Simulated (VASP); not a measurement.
Calculation: AM05 GGA, VASP's PBE PAW potentials (set 64) (plane waves; VASP).

A VASP calculation is set up with these files.

File POSCAR:
```
Sc
1
    1.6550000000    -2.8665440000     0.0000000000
    1.6550000000     2.8665440000     0.0000000000
    0.0000000000     0.0000000000     5.2700000000
Sc
2
Direct
  0.3333330000   0.6666670000   0.2500000000
  0.6666670000   0.3333330000   0.7500000000
```

**INCAR**
```
ALGO = Normal
EDIFF = 1E-6
EDIFFG = -0.01
ENCUT = 520
GGA = AM
IBRION = 2
ISIF = 3
ISMEAR = 1
LASPH = .True.
LCHARG = .False.
LMAXMIX = 4
LREAL = .False.
LWAVE = .False.
NELM = 100
NSW = 60
PREC = Accurate
SIGMA = 0.1
SYSTEM = Sc
```

File KPOINTS:
```
Regular mesh
0
G
11 11 6
```

POTCAR, in this order: Sc_sv (PBE.64 set). Program: vasp_std.

What VASP printed:

OUTCAR:
```
 ion  position               nearest neighbor table
   1  0.333  0.667  0.250-   2 3.26   2 3.26   2 3.26   2 3.26   2 3.26   2 3.26
   2  0.667  0.333  0.750-   1 3.26   1 3.26   1 3.26   1 3.26   1 3.26   1 3.26
  LATTYP: Found a hexagonal cell.
 ALAT       =     3.3099999251
 C/A-ratio  =     1.5921450511
 Subroutine PRICEL returns:
 Original cell was already a primitive cell.
 Subroutine GETGRP returns: Found 24 space group operations
The static configuration has the point symmetry D_3d.
 The point group associated with its full space group is D_6h.
The dynamic configuration has the point symmetry D_3d.
 Subroutine INISYM returns: Found 24 space group operations
 Subroutine IBZKPT returns following result:
 Found     64 irreducible k-points:

 Following reciprocal coordinates:
            Coordinates               Weight
  0.000000  0.000000  0.000000      1.000000
  0.090909  0.000000  0.000000      6.000000
  0.181818  0.000000  0.000000      6.000000
  0.272727  0.000000  0.000000      6.000000
  0.363636  0.000000  0.000000      6.000000
  0.454545  0.000000  0.000000      6.000000
  0.090909  0.090909  0.000000      6.000000
  0.181818  0.090909  0.000000     12.000000
  0.272727  0.090909  0.000000     12.000000
  0.363636  0.090909  0.000000     12.000000
  0.454545  0.090909  0.000000      6.000000
  0.181818  0.181818  0.000000      6.000000
  0.272727  0.181818  0.000000     12.000000
  0.363636  0.181818  0.000000     12.000000
  0.272727  0.272727  0.000000      6.000000
  0.363636  0.272727  0.000000      6.000000
  0.000000  0.000000  0.166667      2.000000
  0.090909  0.000000  0.166667     12.000000
  0.181818  0.000000  0.166667     12.000000
  0.272727  0.000000  0.166667     12.000000
  0.363636  0.000000  0.166667     12.000000
  0.454545  0.000000  0.166667     12.000000
...
```

File OSZICAR:
```
       N       E                     dE             d eps       ncg     rms          rms(c)
DAV:   1     0.391277429419E+03    0.39128E+03   -0.11036E+04  1920   0.155E+03
DAV:   2     0.105185769141E+02   -0.38076E+03   -0.37490E+03  2744   0.658E+02
DAV:   3    -0.138633249701E+02   -0.24382E+02   -0.23839E+02  3190   0.186E+02
DAV:   4    -0.143513141640E+02   -0.48799E+00   -0.48177E+00  3015   0.239E+01
DAV:   5    -0.143588774537E+02   -0.75633E-02   -0.75392E-02  3195   0.309E+00    0.776E+00
DAV:   6    -0.129583172665E+02    0.14006E+01   -0.33081E+00  2417   0.235E+01    0.225E+00
DAV:   7    -0.127839669647E+02    0.17435E+00   -0.79471E-01  2494   0.104E+01    0.888E-01
DAV:   8    -0.127730075041E+02    0.10959E-01   -0.37671E-02  2613   0.290E+00    0.277E-01
DAV:   9    -0.127709161073E+02    0.20914E-02   -0.11817E-02  2508   0.132E+00    0.197E-02
DAV:  10    -0.127709448664E+02   -0.28759E-04   -0.18322E-04  3235   0.221E-01    0.984E-03
DAV:  11    -0.127709452590E+02   -0.39259E-06   -0.62594E-06  2328   0.303E-02
   1 F= -.12770945E+02 E0= -.12771310E+02  d E =-.127709E+02
       N       E                     dE             d eps       ncg     rms          rms(c)
DAV:   1    -0.134625900188E+02   -0.69165E+00   -0.20603E+01  2432   0.763E+01    0.566E+00
DAV:   2    -0.128592301981E+02    0.60336E+00   -0.16038E+00  2488   0.183E+01    0.179E+00
DAV:   3    -0.127950598971E+02    0.64170E-01   -0.31150E-01  2646   0.744E+00    0.763E-01
DAV:   4    -0.127933594095E+02    0.17005E-02   -0.17190E-02  2985   0.186E+00    0.172E-01
DAV:   5    -0.127928655256E+02    0.49388E-03   -0.33554E-03  2616   0.801E-01    0.271E-02
DAV:   6    -0.127928652099E+02    0.31569E-06   -0.11813E-04  3184   0.177E-01    0.590E-03
DAV:   7    -0.127928656070E+02   -0.39705E-06   -0.34655E-06  2293   0.286E-02
   2 F= -.12792866E+02 E0= -.12793467E+02  d E =-.219203E-01
       N       E                     dE             d eps       ncg     rms          rms(c)
DAV:   1    -0.127980050635E+02   -0.51399E-02   -0.15188E-01  2502   0.655E+00    0.480E-01
DAV:   2    -0.127934890396E+02    0.45160E-02   -0.13271E-02  2519   0.162E+00    0.145E-01
DAV:   3    -0.127930868781E+02    0.40216E-03   -0.19694E-03  2764   0.598E-01    0.597E-02
DAV:   4    -0.127930722988E+02    0.14579E-04   -0.10567E-04  3053   0.143E-01    0.111E-02
DAV:   5    -0.127930706343E+02    0.16645E-05   -0.17969E-05  2549   0.576E-02    0.264E-03
DAV:   6    -0.127930707126E+02   -0.78297E-07   -0.54210E-07  1121   0.159E-02
   3 F= -.12793071E+02 E0= -.12793654E+02  d E =-.221255E-01
       N       E                     dE             d eps       ncg     rms          rms(c)
DAV:   1    -0.127980970772E+02   -0.50264E-02   -0.56274E-01  2074   0.161E+01    0.505E-01
DAV:   2    -0.127966722721E+02    0.14248E-02   -0.41084E-02  2985   0.352E+00    0.310E-01
DAV:   3    -0.127944729299E+02    0.21993E-02   -0.70442E-03  3514   0.120E+00    0.469E-02
DAV:   4    -0.127944465244E+02    0.26405E-04   -0.37016E-04  2810   0.288E-01    0.267E-02
DAV:   5    -0.127944409291E+02    0.55954E-05   -0.16411E-05  2781   0.718E-02    0.922E-03
DAV:   6    -0.127944415043E+02   -0.57520E-06   -0.13351E-06  1241   0.199E-02
   4 F= -.12794442E+02 E0= -.12795081E+02  d E =-.137079E-02
       N       E                     dE             d eps       ncg     rms          rms(c)
DAV:   1    -0.127949694402E+02   -0.52851E-03   -0.65615E-02  2074   0.549E+00    0.172E-01
DAV:   2    -0.127948078253E+02    0.16161E-03   -0.48050E-03  2971   0.120E+00    0.106E-01
DAV:   3    -0.127945519834E+02    0.25584E-03   -0.83209E-04  3482   0.416E-01    0.161E-02
DAV:   4    -0.127945484089E+02    0.35746E-05   -0.45274E-05  2778   0.103E-01    0.914E-03
DAV:   5    -0.127945480398E+02    0.36910E-06   -0.14837E-06  1199   0.252E-02
   5 F= -.12794548E+02 E0= -.12795184E+02  d E =-.147733E-02
       N       E                     dE             d eps       ncg     rms          rms(c)
DAV:   1    -0.127945574427E+02   -0.90338E-05   -0.15326E-03  2053   0.841E-01    0.260E-02
DAV:   2    -0.127945536392E+02    0.38035E-05   -0.11223E-04  2999   0.183E-01    0.161E-02
DAV:   3    -0.127945481929E+02    0.54463E-05   -0.19642E-05  3426   0.639E-02    0.259E-03
DAV:   4    -0.127945479847E+02    0.20825E-06   -0.87690E-07  1030   0.163E-02
   6 F= -.12794548E+02 E0= -.12795182E+02  d E =-.147727E-02
       N       E                     dE             d eps       ncg     rms          rms(c)
DAV:   1    -0.127949726421E+02   -0.42445E-03   -0.12330E-02  2516   0.178E+00    0.139E-01
DAV:   2    -0.127945925380E+02    0.38010E-03   -0.11198E-03  2464   0.467E-01    0.412E-02
DAV:   3    -0.127945608389E+02    0.31699E-04   -0.16297E-04  2748   0.171E-01    0.171E-02
DAV:   4    -0.127945596743E+02    0.11646E-05   -0.78918E-06  2241   0.399E-02    0.323E-03
DAV:   5    -0.127945595846E+02    0.89708E-07   -0.12708E-06  1002   0.209E-02
   7 F= -.12794560E+02 E0= -.12795195E+02  d E =-.115999E-04
```

### OUTCAR
```
------------------------ aborting loop because EDIFF is reached ----------------------------------------
  FORCE on cell =-STRESS in cart. coord.  units (eV):
  Direction    XX          YY          ZZ          XY          YZ          ZX
  --------------------------------------------------------------------------------------
  Total       -0.0048334     -0.0048334      0.0029320     -0.0000000      0.0000000      0.0000000
  in kB       -0.1625168     -0.1625168      0.0985855     -0.0000000      0.0000000      0.0000000
  external PRESSURE =      -0.0754827 kB  Pullay stress =       0.0000000 kB
  volume of cell :       47.65
      direct lattice vectors                 reciprocal lattice vectors
     1.641745961 -2.843587334 -0.000000000     0.304553818 -0.175834234  0.000000000
     1.641745961  2.843587334  0.000000000     0.304553818  0.175834234 -0.000000000
     0.000000000  0.000000000  5.103389330     0.000000000 -0.000000000  0.195948209
 POSITION                                       TOTAL-FORCE (eV/Angst)
 -----------------------------------------------------------------------------------
      1.64175      0.94786      1.27585         0.000000      0.000000      0.000000
      1.64175     -0.94786      3.82754        -0.000000     -0.000000      0.000000
 -----------------------------------------------------------------------------------
    total drift:                                0.000000      0.000684     -0.000015
  FREE ENERGIE OF THE ION-ELECTRON SYSTEM (eV)
  ---------------------------------------------------
  free  energy   TOTEN  =       -12.7945595846 eV

  energy  without entropy=      -12.7964646087  energy(sigma->0) =      -12.79519459

 reached required accuracy - stopping structural energy minimisation
```
(Selected blocks of OUTCAR.)

### CONTCAR
```
Sc
   1.00000000000000
     1.6417459614973346   -2.8435873340246021   -0.0000000000000000
     1.6417459614973346    2.8435873340246021    0.0000000000000000
     0.0000000000000000    0.0000000000000000    5.1033893303891471
  Sc
     2
Direct
     0.3333330000000032    0.6666669999999968    0.2500000000000000
     0.6666669999999968    0.3333330000000032    0.7500000000000000
```

File OUTCAR:
```
 val. band max:        3.7955530042   @ k =   0.2727   0.0000   0.3333

 cond. band min:       3.8149248731   @ k =   0.3636   0.1818   0.3333


 Fermi energy:         3.8087807723

 k-point     1 :       0.0000    0.0000    0.0000
  band No.  band energies     occupation
      1     -45.2475      2.00000
      2     -45.1626      2.00000
      3     -24.2561      2.00000
      4     -23.8692      2.00000
      5     -23.8692      2.00000
      6     -23.7933      2.00000
      7     -23.7933      2.00000
      8     -23.7590      2.00000
      9      -1.3900      2.00000
     10       2.1223      2.00000
     11       4.5034     -0.00000
     12       5.4299     -0.00000
     13       5.4299     -0.00000
     14       5.7182     -0.00000
     15       5.9057      0.00000

 k-point     2 :       0.0909    0.0000    0.0000
  band No.  band energies     occupation
      1     -45.2429      2.00000
      2     -45.1611      2.00000
      3     -24.2439      2.00000
      4     -23.8923      2.00000
      5     -23.8773      2.00000
      6     -23.8176      2.00000
      7     -23.7962      2.00000
      8     -23.7648      2.00000
      9      -1.2052      2.00000
     10       2.2746      2.00000
     11       4.3298     -0.00000
     12       5.1191     -0.00000
     13       5.5659     -0.00000
     14       5.7826     -0.00000
     15       5.9431      0.00000

 k-point     3 :       0.1818    0.0000    0.0000
  band No.  band energies     occupation
      1     -45.2305      2.00000
      2     -45.1575      2.00000
      3     -24.2092      2.00000
      4     -23.9547      2.00000
      5     -23.8982      2.00000
      6     -23.8813      2.00000
      7     -23.8045      2.00000
      8     -23.7823      2.00000
      9      -0.6731      2.00000
     10       2.6678      2.00000
     11       3.9474     -0.06452
     12       4.6075     -0.00000
     13       5.5139     -0.00000
     14       5.7725     -0.00000
     15       5.8041     -0.00000
...
```

Energy and stress use the plane-wave basis of the starting cell.

The compound is Sc in the hcp structure. This run relaxes it. Symmetry was kept, so distortions that lower it aren't found.
